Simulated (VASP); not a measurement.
VASP input:

KPOINTS:
```
Automatic mesh
0
Gamma
3 3 3
0 0 0
```

POSCAR:
```
Ba
1
   -4.8380099400     4.8380099400     4.8380099400
    4.8380099400    -4.8380099400     4.8380099400
    4.8380099400     4.8380099400    -4.8380099400
Ba
1
Direct
  0.0000000000   0.0000000000   0.0000000000
```

### INCAR
```
SYSTEM = Ba
PREC = Accurate
ENCUT = 400
EDIFF = 1E-6
NELM = 100
ALGO = Normal
LREAL = .FALSE.
LASPH = .TRUE.
ISMEAR = 1
SIGMA = 0.1
GGA = PE
LMAXMIX = 4
LWAVE = .FALSE.
LCHARG = .FALSE.
ISIF = 2
```

POTCAR, in this order: Ba_sv (PBE.64 set). Program: vasp_std.

Output

File standard output:
```
 POSCAR found type information on POSCAR Ba
 POSCAR found :  1 types and       1 ions
 Reading from existing POTCAR
 Reading from existing POTCAR
 LDA part: xc-table for (Slater+PW92), standard interpolation
 POSCAR, INCAR and KPOINTS ok, starting setup
 WAVECAR not read
 entering main loop
       N       E                     dE             d eps       ncg     rms          rms(c)
DAV:   1     0.845777505780E+02    0.84578E+02   -0.22892E+03    72   0.548E+02
DAV:   2     0.678774875665E+01   -0.77790E+02   -0.77541E+02   124   0.120E+02
DAV:   3     0.221961863313E+00   -0.65658E+01   -0.65628E+01    77   0.513E+01
DAV:   4    -0.686743445989E-01   -0.29064E+00   -0.28960E+00   135   0.814E+00
DAV:   5    -0.698970301203E-01   -0.12227E-02   -0.12223E-02   144   0.514E-01    0.646E-02
DAV:   6    -0.699335913046E-01   -0.36561E-04   -0.29028E-04   135   0.761E-02    0.397E-02
DAV:   7    -0.699829403178E-01   -0.49349E-04   -0.51287E-04   143   0.117E-01    0.177E-02
DAV:   8    -0.700555372604E-01   -0.72597E-04   -0.20962E-04   135   0.581E-02    0.106E-02
DAV:   9    -0.700839379855E-01   -0.28401E-04   -0.51986E-05   143   0.439E-02    0.593E-03
DAV:  10    -0.700912799756E-01   -0.73420E-05   -0.13559E-05   135   0.182E-02    0.225E-03
DAV:  11    -0.700911199173E-01    0.16006E-06   -0.32721E-07   141   0.439E-03
   1 F= -.70091120E-01 E0= -.71230262E-01  d E =0.341743E-02
```

**OUTCAR**
```
------------------------ aborting loop because EDIFF is reached ----------------------------------------
  FORCE on cell =-STRESS in cart. coord.  units (eV):
  Direction    XX          YY          ZZ          XY          YZ          ZX
  --------------------------------------------------------------------------------------
  Total       -0.1506401     -0.1506401     -0.1506401     -0.0000000      0.0000000      0.0000000
  in kB       -0.5328328     -0.5328328     -0.5328328     -0.0000000      0.0000000      0.0000000
  external PRESSURE =      -0.5328328 kB  Pullay stress =       0.0000000 kB
  volume of cell :      452.96
      direct lattice vectors                 reciprocal lattice vectors
    -4.838009940  4.838009940  4.838009940     0.000000000  0.103348279  0.103348279
     4.838009940 -4.838009940  4.838009940     0.103348279  0.000000000  0.103348279
     4.838009940  4.838009940 -4.838009940     0.103348279  0.103348279  0.000000000
 POSITION                                       TOTAL-FORCE (eV/Angst)
 -----------------------------------------------------------------------------------
      0.00000      0.00000      0.00000         0.000000     -0.000000     -0.000000
 -----------------------------------------------------------------------------------
    total drift:                                0.000000      0.000000      0.000000
  FREE ENERGIE OF THE ION-ELECTRON SYSTEM (eV)
  ---------------------------------------------------
  free  energy   TOTEN  =        -0.0700911199 eV

  energy  without entropy=       -0.0735085476  energy(sigma->0) =       -0.07123026
```
(Selected blocks of OUTCAR.)

The run ends quietly. Is anything wrong with it?

The cause: the lattice was typed in bohr, and VASP reads ångström. The run ends without an error. Against the sound run, the energy per atom (σ→0) goes up by 1.835 eV/atom; the pressure goes up by 0.47 GPa; the volume grows by 570 %. To mend it, correct POSCAR, correct KPOINTS.
File POSCAR:
```
Ba
1
   -2.5602000000     2.5602000000     2.5602000000
    2.5602000000    -2.5602000000     2.5602000000
    2.5602000000     2.5602000000    -2.5602000000
Ba
1
Direct
  0.0000000000   0.0000000000   0.0000000000
```
File KPOINTS:
```
Automatic mesh
0
Gamma
8 8 8
0 0 0
```
The mended run (PBE GGA, plane waves, VASP's PBE PAW potentials (set 64)) converges, and its OSZICAR ends with
```
   1 F= -.19057976E+01 E0= -.19059942E+01  d E =0.589734E-03
```

The compound is Ba in the bcc structure. The cell was not relaxed at this level.
